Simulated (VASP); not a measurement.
# A VASP study of ZnS (Wurtzite-6H) (AM05): structure first, properties next, part 5 of 6

What structure does ZnS (Wurtzite-6H) take at this level, and what are its properties? The start is a cell from a database of measured crystal structures.

VASP 6.6.1, plane waves and PAW; the level of theory is named at each step.

So far, gap on the k-mesh (eV): step 2 (full relaxation (AM05)) 2.21; step 6 (total and projected DOS (AM05)) 2.21; step 7 (volume scan with AM05) 2.48; step 8 (volume scan with AM05 (run 2)) 2.39.

The database entry behind the starting cell has ideal inner coordinates that were not refined, so it need not match the best structure at ambient conditions.

## (12) Volume scan with AM05 (run 6)

Level of this step: AM05; plane waves and PAW (Zn, S) (VASP).

INCAR reads:

```
SYSTEM = ZnS
PREC = Accurate
ENCUT = 400
EDIFF = 1E-06
NELM = 100
ISMEAR = 0
SIGMA = 0.05
LREAL = .FALSE.
ALGO = Normal
GGA = AM
NBANDS = 66
LORBIT = 11
LWAVE = .FALSE.
LCHARG = .FALSE.
KPAR = 4
NCORE = 2
ISIF = 2
```

POSCAR reads:

```
ZnS
1.0
    3.8459439163      0.0000000000      0.0000000000
   -1.9229719581      3.3306851329      0.0000000000
    0.0000000000      0.0000000000     18.8577836769
Zn S
6 6
Direct
    0.0000000000      0.0000000000      0.9999934030
    0.0000000000      0.0000000000      0.4999934030
    0.3333333333      0.6666666667      0.1667599821
    0.6666666667      0.3333333333      0.6667599821
    0.6666666667      0.3333333333      0.3333164738
    0.3333333333      0.6666666667      0.8333164738
    0.0000000000      0.0000000000      0.1251289240
    0.0000000000      0.0000000000      0.6251289240
    0.3333333333      0.6666666667      0.2916313528
    0.6666666667      0.3333333333      0.7916313528
    0.6666666667      0.3333333333      0.4581698643
    0.3333333333      0.6666666667      0.9581698643
```

KPOINTS reads:

```
Automatic mesh
0
Gamma
6 6 1
0 0 0
```

PAW data sets: Zn and S (PBE family, release 64).

On the command line:

```bash
> mpirun -np 8 vasp_std
```

Output:

```text
[... set-up lines as in an earlier step ...]
 entering main loop
       N       E                     dE             d eps       ncg     rms          rms(c)
DAV:   1     0.850872440308E+03    0.85087E+03   -0.41995E+04   924   0.165E+03
DAV:   2     0.871334289485E+02   -0.76374E+03   -0.73191E+03   924   0.411E+02
DAV:   3    -0.381456803448E+02   -0.12528E+03   -0.12227E+03  1040   0.154E+02
DAV:   4    -0.449790056864E+02   -0.68333E+01   -0.67947E+01  1062   0.367E+01
[...]
DAV:  14    -0.427384604707E+02   -0.16326E-04   -0.24158E-05   984   0.493E-02    0.104E-02
DAV:  15    -0.427384681694E+02   -0.76987E-05   -0.16545E-05  1008   0.267E-02    0.635E-03
DAV:  16    -0.427384680400E+02    0.12944E-06   -0.12492E-06   752   0.123E-02
   1 F= -.42738468E+02 E0= -.42738468E+02  d E =-.275182E-11
```

Run time: 22 s. Hardware: 8 MPI ranks of Intel Xeon Platinum 8259CL at 2.50GHz (Skylake/Cascade Lake), shared host; peak memory 1.8 GiB.

Parts of OUTCAR (step 12):

```text
  Total       -4.1501198     -4.1501198     -4.1463379     -0.0000000      0.0000000      0.0000000
  in kB      -27.5260592    -27.5260592    -27.5009754     -0.0000000      0.0000000      0.0000000
  external PRESSURE =     -27.5176979 kB  Pullay stress =       0.0000000 kB

 POSITION                                       TOTAL-FORCE (eV/Angst)
 -----------------------------------------------------------------------------------
      0.00000      0.00000     18.85766         0.000000     -0.000000      0.002589
      0.00000      0.00000      9.42877        -0.000000      0.000000      0.002589
     -0.00000      2.22046      3.14472         0.000000      0.000000     -0.000468
      1.92297      1.11023     12.57362        -0.000000     -0.000000     -0.000468
      1.92297      1.11023      6.28561         0.000000     -0.000000     -0.008979
     -0.00000      2.22046     15.71450        -0.000000      0.000000     -0.008979
      0.00000      0.00000      2.35965         0.000000     -0.000000     -0.001553
      0.00000      0.00000     11.78855         0.000000      0.000000     -0.001553
     -0.00000      2.22046      5.49952         0.000000     -0.000000      0.004551
      1.92297      1.11023     14.92841        -0.000000     -0.000000      0.004551
      1.92297      1.11023      8.64007         0.000000     -0.000000      0.003861
     -0.00000      2.22046     18.06896         0.000000      0.000000      0.003861
 -----------------------------------------------------------------------------------
    total drift:                               -0.000001     -0.000002      0.003197

  FREE ENERGIE OF THE ION-ELECTRON SYSTEM (eV)
  ---------------------------------------------------
  free  energy   TOTEN  =       -42.7384680400 eV

  energy  without entropy=      -42.7384680400  energy(sigma->0) =      -42.73846804

[... 1 part as in an earlier step ...]

[... 2 further parts left out ...]
[key lines of the parts left out:]
E-fermi :   2.1210
```

The pressure falls from -1.45 to -2.75 GPa.

The run ends at a pressure of -2.75 GPa, with forces up to 0.0090 eV/Å.

## (13) Volume scan with AM05 (run 7)

A prediction first. A least-squares parabola for the 6 pressures of evenly scaled cells so far, P = 0.00 -76.6 t +163 t² GPa with t = ln(V/V₁) and V₁ the volume at scale 1, gives -3.91 GPa at t = +0.0583.

INCAR is that of step 12.

POSCAR, as its differences from that of step 12:

```diff
@@ -2,5 +2,5 @@
 1.0
-    3.8459439163      0.0000000000      0.0000000000
-   -1.9229719581      3.3306851329      0.0000000000
-    0.0000000000      0.0000000000     18.8577836769
+    3.8704410348      0.0000000000      0.0000000000
+   -1.9352205174      3.3519002599      0.0000000000
+    0.0000000000      0.0000000000     18.9779001872
 Zn S
```

KPOINTS is that of step 12.

On the command line:

```bash
> mpirun -np 8 vasp_std
```

Output:

```text
[... set-up lines as in an earlier step ...]
 entering main loop
       N       E                     dE             d eps       ncg     rms          rms(c)
DAV:   1     0.855906758411E+03    0.85591E+03   -0.41940E+04   924   0.163E+03
DAV:   2     0.849590755999E+02   -0.77095E+03   -0.73834E+03   932   0.411E+02
DAV:   3    -0.378120098096E+02   -0.12277E+03   -0.12058E+03  1020   0.154E+02
DAV:   4    -0.448989363514E+02   -0.70869E+01   -0.70498E+01  1086   0.377E+01
[...]
DAV:  14    -0.426492794505E+02   -0.18840E-04   -0.30071E-05   974   0.301E-02    0.960E-03
DAV:  15    -0.426492847147E+02   -0.52642E-05   -0.13245E-05  1024   0.382E-02    0.546E-03
DAV:  16    -0.426492846220E+02    0.92703E-07   -0.22334E-06   814   0.145E-02
   1 F= -.42649285E+02 E0= -.42649285E+02  d E =-.121395E-14
```

Run time: 23 s. Hardware: 8 MPI ranks; peak memory 1.8 GiB; 2.8 min of CPU time.

From OUTCAR (step 13):

```text
  Total       -6.0360460     -6.0360460     -6.0375465      0.0000000     -0.0000000      0.0000000
  in kB      -39.2792713    -39.2792713    -39.2890357      0.0000000     -0.0000000      0.0000000
  external PRESSURE =     -39.2825261 kB  Pullay stress =       0.0000000 kB

 POSITION                                       TOTAL-FORCE (eV/Angst)
 -----------------------------------------------------------------------------------
      0.00000      0.00000     18.97777        -0.000000      0.000000      0.001875
      0.00000      0.00000      9.48882         0.000000      0.000000      0.001875
     -0.00000      2.23460      3.16475         0.000000     -0.000000     -0.002428
      1.93522      1.11730     12.65370        -0.000000      0.000000     -0.002428
      1.93522      1.11730      6.32565         0.000000     -0.000000     -0.008941
     -0.00000      2.23460     15.81460        -0.000000      0.000000     -0.008941
      0.00000      0.00000      2.37468        -0.000000      0.000000     -0.000388
      0.00000      0.00000     11.86363        -0.000000     -0.000000     -0.000388
     -0.00000      2.23460      5.53455         0.000000      0.000000      0.004975
      1.93522      1.11730     15.02350        -0.000000      0.000000      0.004975
      1.93522      1.11730      8.69510        -0.000000      0.000000      0.004906
     -0.00000      2.23460     18.18405         0.000000      0.000000      0.004906
 -----------------------------------------------------------------------------------
    total drift:                               -0.000001     -0.000002      0.003387

  FREE ENERGIE OF THE ION-ELECTRON SYSTEM (eV)
  ---------------------------------------------------
  free  energy   TOTEN  =       -42.6492846220 eV

  energy  without entropy=      -42.6492846220  energy(sigma->0) =      -42.64928462

[... 1 part as in an earlier step ...]

[... 2 further parts left out ...]
[key lines of the parts left out:]
E-fermi :   1.9906
```

The pressure falls from -2.75 to -3.93 GPa. The parabola predicted -3.91 GPa, +0.02 GPa off.

## (14) The series together

Times are for 8 MPI ranks of Intel Xeon Platinum 8259CL at 2.50GHz (Skylake/Cascade Lake), shared host. Results by setting:

```
no.  volume scale  energy above the lowest point (meV/atom)  pressure (GPa)  gap on the k-mesh (eV)  time  memory (GiB)
  1          0.94                                     20.32           5.376                   2.482  18 s           1.6
  2          0.96                                       9.1           3.391                   2.387  18 s           1.6
  3          0.98                                      2.45           1.620                   2.295  24 s           1.8
  4             1                                         0         0.01440                   2.205  22 s           1.8
  5          1.02                                      1.13          -1.453                   2.119  23 s           1.8
  6          1.04                                      5.66          -2.752                   2.034  22 s           1.8
  7          1.06                                     13.09          -3.928                   1.952  23 s           1.8
```

## (15) Fit for AM05

This step: Birch-Murnaghan fit, AM05; plane waves and PAW (VASP 6.6.1).

No new run; the numbers come from the runs before.

This step gave:

```yaml
pressure_derivative_of_the_bulk_modulus: 4.547
r_m_s_error_of_the_fit: 1.69e-5 eV/atom
minimum_inside_the_sampled_range: yes
bulk_modulus: 75.13 GPa
equilibrium_volume_of_the_fit: 19.42 Å³/atom
```

The energy above the fitted minimum by volume:

```
volume (Å³/atom)  energy above the fitted minimum (eV/atom)
          18.195                                     0.0204
          18.582                                    0.00918
          18.969                                    0.00253
          19.356                                     7.5e-5
          19.743                                    0.00121
          20.130                                    0.00574
          20.517                                     0.0132
```

The fit over cells of fixed shape and fractional positions puts the volume +0.32 % from the relaxed one. At a finite cutoff and mesh the minimum of the energy and the zero of the stress don't quite coincide, and the relaxation stops at a threshold.

## (16) Independent-particle dielectric function (AM05)

This step: AM05; plane waves and PAW (Zn, S) (VASP 6.6.1).

LOPTICS sums transitions from filled to empty bands. The mesh is finer than in the run before. NBANDS is raised for it.

INCAR, as its differences from that of step 13:

```diff
@@ -10,3 +10,3 @@
 GGA = AM
-NBANDS = 66
+NBANDS = 150
 LORBIT = 11
@@ -14,4 +14,5 @@
 LCHARG = .FALSE.
-KPAR = 4
-NCORE = 2
-ISIF = 2
+KPAR = 8
+LOPTICS = .TRUE.
+NEDOS = 1500
+CSHIFT = 0.1
```

POSCAR, as its differences from that of step 13:

```diff
@@ -2,5 +2,5 @@
 1.0
-    3.8704410348      0.0000000000      0.0000000000
-   -1.9352205174      3.3519002599      0.0000000000
-    0.0000000000      0.0000000000     18.9779001872
+    3.7959909386      0.0000000000      0.0000000000
+   -1.8979954693      3.2874245853      0.0000000000
+    0.0000000000      0.0000000000     18.6128496718
 Zn S
```

KPOINTS reads:

```
Automatic mesh
0
Gamma
9 9 2
0 0 0
```

On the command line:

```bash
> mpirun -np 8 vasp_std
```

Output:

```text
[banner, memory and clock lines left out]
running    8 mpi-ranks, on    1 nodes
 distrk:  each k-point on    1 cores,    8 groups
 distr:  one band on    1 cores,    1 groups

 POSCAR found type information on POSCAR ZnS
 POSCAR found :  2 types and      12 ions
 [... a notice as in an earlier step ...]

 [... a notice as in an earlier step ...]

 LDA part: xc-table for (Slater+PW92), standard interpolation
 POSCAR, INCAR and KPOINTS ok, starting setup
 FFT: planning ... GRIDC
 FFT: planning ... GRID_SOFT
 FFT: planning ... GRID
 WAVECAR not read
 entering main loop
       N       E                     dE             d eps       ncg     rms          rms(c)
DAV:   1     0.820484641317E+03    0.82048E+03   -0.30300E+04  7288   0.732E+02
DAV:   2     0.100228651182E+03   -0.72026E+03   -0.62187E+03  7200   0.206E+02
DAV:   3    -0.383678001213E+02   -0.13860E+03   -0.13009E+03  8168   0.862E+01
DAV:   4    -0.451631501364E+02   -0.67954E+01   -0.67389E+01  8280   0.200E+01
DAV:   5    -0.452150205586E+02   -0.51870E-01   -0.51854E-01  8248   0.177E+00    0.172E+01
DAV:   6    -0.429595045804E+02    0.22555E+01   -0.13621E+00 10064   0.200E+01    0.128E+01
DAV:   7    -0.428409809427E+02    0.11852E+00   -0.14178E+00  9018   0.374E+00    0.418E+00
DAV:   8    -0.428270936477E+02    0.13887E-01   -0.70637E-02  8224   0.169E+00    0.103E+00
DAV:   9    -0.428194775364E+02    0.76161E-02   -0.12750E-02  8082   0.351E-01    0.291E-01
DAV:  10    -0.428200073187E+02   -0.52978E-03   -0.26639E-03  8192   0.107E-01    0.269E-01
DAV:  11    -0.428201724238E+02   -0.16511E-03   -0.51368E-05  8146   0.357E-02    0.143E-01
DAV:  12    -0.428208029242E+02   -0.63050E-03   -0.51623E-04  7672   0.785E-02    0.123E-01
DAV:  13    -0.428208063228E+02   -0.33986E-05   -0.39225E-05  8512   0.491E-02    0.863E-02
DAV:  14    -0.428208072808E+02   -0.95804E-06   -0.49485E-06  7984   0.102E-02
   1 F= -.42820807E+02 E0= -.42820807E+02  d E =-.172864E-11
 optical routines
 imaginary and real dielectric function
 recalculating local potential from charge density
 direction            1
 direction            2
 direction            3
```

Run time: 1.7 min. Hardware: 8 MPI ranks; peak memory 7.4 GiB; 14 min of CPU time.

OUTCAR, selected parts (step 16):

```text
   k-points           NKPTS =     24   k-points in BZ     NKDIM =     24   number of bands    NBANDS=    150

   NELECT =     108.0000    total number of electrons

 E-fermi :   2.4762

 k-point     1 :       0.0000    0.0000    0.0000
  band No.  band energies     occupation
    ...
     50       2.0067      2.00000
     51       2.0067      2.00000
     52       2.2323      2.00000
     53       2.2575      2.00000
     54       2.2575      2.00000
     55       4.4628      0.00000
     56       5.4671      0.00000
     57       5.5364      0.00000
     58       5.5845      0.00000
     59       5.6605      0.00000
    ...

  Total       -0.1296627     -0.1296627     -0.0417012      0.0000000     -0.0000000      0.0000000
  in kB       -0.8943999     -0.8943999     -0.2876503      0.0000000     -0.0000000      0.0000000
  external PRESSURE =      -0.6921500 kB  Pullay stress =       0.0000000 kB

 POSITION                                       TOTAL-FORCE (eV/Angst)
 -----------------------------------------------------------------------------------
      0.00000      0.00000     18.61273        -0.000000     -0.000000      0.002949
      0.00000      0.00000      9.30630         0.000000      0.000000      0.002949
     -0.00000      2.19162      3.10388         0.000000     -0.000000      0.002296
      1.89800      1.09581     12.41030        -0.000000     -0.000000      0.002296
      1.89800      1.09581      6.20397         0.000000     -0.000000     -0.010268
     -0.00000      2.19162     15.51039        -0.000000     -0.000000     -0.010268
      0.00000      0.00000      2.32901        -0.000000      0.000000     -0.002708
      0.00000      0.00000     11.63543         0.000000     -0.000000     -0.002708
     -0.00000      2.19162      5.42809        -0.000000     -0.000000      0.005142
      1.89800      1.09581     14.73452         0.000000      0.000000      0.005142
      1.89800      1.09581      8.52785         0.000000      0.000000      0.002589
     -0.00000      2.19162     17.83427        -0.000000     -0.000000      0.002589
 -----------------------------------------------------------------------------------
    total drift:                               -0.000002     -0.000004      0.001298

  FREE ENERGIE OF THE ION-ELECTRON SYSTEM (eV)
  ---------------------------------------------------
  free  energy   TOTEN  =       -42.8208072808 eV

  energy  without entropy=      -42.8208072808  energy(sigma->0) =      -42.82080728

 plasma frequency squared (from intraband transitions) (eV^2)
  --------------------------------------------------------------------------------------
       0.000       0.000       0.000
       0.000       0.000       0.000
       0.000       0.000       0.000

[... 9 parts as in an earlier step ...]

[... 7 further parts left out ...]
```

These are independent-particle spectra without excitons or local fields. Their onset and peaks carry the functional's gap error, and fine structure and low peaks depend on the mesh and on CSHIFT.

Numbers from this step:

| Property | Result |
| --- | --- |
| SCF cycles | 14 |
| bands | 150 |
| irreducible k-points | 24 |
| free energy (TOTEN) | -42.82 eV |
| Fermi energy | 2.476 eV |
| pressure | -0.06922 GPa |
| gap on the k-mesh | 2.205 eV |
| least direct gap on the k-mesh | 2.205 eV |

(Continued in part 6 of 6.)

[Lines on the potential files, build, host, timing and source positions are cut from VASP's logs without a mark.]

[Logs are printed without paths, hosts, clocks, repeated set-up lines and the standing remarks that a program may print on its own settings, such as how far it seeks lower states.]

[Hosts, paths, dates, database ids (printed as entryN), source tags and the programs' standing remarks are cut or masked in the printed files.]

[A measured line is paired with the nearest computed mode of its activity, which favours agreement.]

[In band tables of VASP the shares of atoms and orbitals are scaled to a sum of 1 inside the atoms' spheres.]
